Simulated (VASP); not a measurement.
Calculation: r2SCAN meta-GGA, VASP's PBE PAW potentials (set 64) (plane waves; VASP).

The input files of a VASP run:

INCAR:
```
# general
SYSTEM   =  Ru
PREC     =  Accurate
ENCUT    =  480
LREAL    =  F
LASPH    =  T

# electronic loop
EDIFF    =  1E-7
NELM     =  100
ALGO     =  Normal
LMAXMIX  =  4
LMIXTAU  =  T

# smearing
ISMEAR   =  1
SIGMA    =  0.1

# functional
METAGGA  =  R2SCAN

# ions
ISIF     =  2

# output
LWAVE    =  F
LCHARG   =  F
```

**KPOINTS**
```
Automatic mesh
0
Gamma
14 14 8
0 0 0
```

File POSCAR:
```
Ru
1
    1.3535241152    -2.3443726921     0.0000000000
    1.3535241152     2.3443726921    -0.0000000000
    0.0000000000     0.0000000000     4.2630160580
Ru
2
Direct
  0.3702736052   0.7036076052   0.2500000000
  0.6666670000   0.3333330000   0.7500000000
```

POTCAR, in this order: Ru_pv (PBE.64 set). Program: vasp_std.

Output

File OSZICAR:
```
       N       E                     dE             d eps       ncg     rms          rms(c)
DAV:   1     0.243328854069E+03    0.24333E+03   -0.17804E+04 18024   0.168E+03
DAV:   2    -0.545617858819E+02   -0.29789E+03   -0.29217E+03 18968   0.496E+02
DAV:   3    -0.613473964353E+02   -0.67856E+01   -0.65836E+01 19092   0.807E+01
DAV:   4    -0.614361306642E+02   -0.88734E-01   -0.88345E-01 23842   0.757E+00
DAV:   5    -0.614374194022E+02   -0.12887E-02   -0.12886E-02 20144   0.776E-01    0.229E+01
DAV:   6    -0.514783625654E+02    0.99591E+01   -0.12076E+01 18040   0.405E+01    0.193E+00
DAV:   7    -0.501864427687E+02    0.12919E+01   -0.56209E-01 18358   0.741E+00    0.821E-01
DAV:   8    -0.507379734728E+02   -0.55153E+00   -0.64778E-01 18126   0.659E+00    0.157E+00
DAV:   9    -0.507439989065E+02   -0.60254E-02   -0.12369E-02 18352   0.120E+00    0.762E-01
DAV:  10    -0.508138977168E+02   -0.69899E-01   -0.12222E-02 18132   0.126E+00    0.429E-01
DAV:  11    -0.508132976735E+02    0.60004E-03   -0.25580E-03 19000   0.522E-01    0.237E-01
DAV:  12    -0.508165201734E+02   -0.32225E-02   -0.66822E-03 18276   0.841E-01    0.113E-01
DAV:  13    -0.508184286973E+02   -0.19085E-02   -0.80603E-04 18402   0.289E-01    0.401E-02
DAV:  14    -0.508191401324E+02   -0.71144E-03   -0.50454E-04 18284   0.241E-01    0.210E-02
DAV:  15    -0.508190601013E+02    0.80031E-04   -0.58188E-05 19812   0.759E-02    0.327E-02
DAV:  16    -0.508192084545E+02   -0.14835E-03   -0.10091E-04 18358   0.979E-02    0.181E-02
DAV:  17    -0.508192181591E+02   -0.97046E-05   -0.17723E-05 18596   0.325E-02    0.786E-03
DAV:  18    -0.508192180962E+02    0.62899E-07   -0.39243E-07 24006   0.419E-03
   1 F= -.50819218E+02 E0= -.50819222E+02  d E =0.103741E-04
```

### OUTCAR
```
------------------------ aborting loop because EDIFF is reached ----------------------------------------
  FORCE on cell =-STRESS in cart. coord.  units (eV):
  Direction    XX          YY          ZZ          XY          YZ          ZX
  --------------------------------------------------------------------------------------
  Total        0.1637107      0.1148270      0.2340779      0.3061156      0.0000000      0.0000000
  in kB        9.6950050      6.8000960     13.8621780     18.1282749      0.0000000      0.0000000
  external PRESSURE =      10.1190930 kB  Pullay stress =       0.0000000 kB
  volume of cell :       27.05
      direct lattice vectors                 reciprocal lattice vectors
     1.353524115 -2.344372692  0.000000000     0.369406052 -0.213276670  0.000000000
     1.353524115  2.344372692  0.000000000     0.369406052  0.213276670  0.000000000
     0.000000000  0.000000000  4.263016058     0.000000000  0.000000000  0.234575706
 POSITION                                       TOTAL-FORCE (eV/Angst)
 -----------------------------------------------------------------------------------
      1.45352      0.78146      1.06575        -0.672703     -0.010165      0.000000
      1.35352     -0.78146      3.19726         0.672703      0.010165      0.000000
 -----------------------------------------------------------------------------------
    total drift:                               -0.000001     -0.000011     -0.000000
  FREE ENERGIE OF THE ION-ELECTRON SYSTEM (eV)
  ---------------------------------------------------
  free  energy   TOTEN  =       -50.8192180962 eV

  energy  without entropy=      -50.8192284703  energy(sigma->0) =      -50.81922155
```
(Selected blocks of OUTCAR.)

The compound is Ru in the hcp structure. This cell was strained or had an atom moved on purpose.
